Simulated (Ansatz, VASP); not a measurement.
# One calculation of Si3As, two programs

```
Si As
1.0
    -2.57564    2.57564    2.57564
     2.57564   -2.57564    2.57564
     2.57564    2.57564   -2.57564
Si As
3 1
Direct
  0.00000 0.50000 0.50000
  0.50000 0.00000 0.50000
  0.50000 0.50000 0.00000
  0.00000 0.00000 0.00000
```

Alike in both runs: functional PBE; k mesh 4 × 4 × 4; occupations gaussian, width 0.1 eV; no spin polarisation.

Ansatz relaxed the structure, and its values are those at the end. VASP's run is a single point on that final structure, the one shown.

|  | VASP | Ansatz |
| --- | --- | --- |
| version | VASP 6.6.1 | Ansatz 0.2.0 |
| potentials or method | VASP PAW PBE potentials, release 64 (Si, As) | scalar-relativistic, plane waves, PAW |
| plane-wave cutoff (eV) | 520 | 420 |
| valence electrons in the cell | 17 | 27 |

Ansatz gave:

* gap on the k mesh at the Fermi level (eV): none
* pressure (GPa): 0.0

Problem. Estimate VASP's values.

Solution. gap on the k mesh at the Fermi level (eV): none; pressure (GPa): 0.1.

A gap of «none» marks a metal or a gap that the smearing closes. With one functional, cell and mesh, what is left measures potentials, basis and numerics. The two sets of potentials don't hold the same shells in valence.

Caveats: the k mesh is coarse (spacing up to 0.43 Å⁻¹), so the values aren't converged.
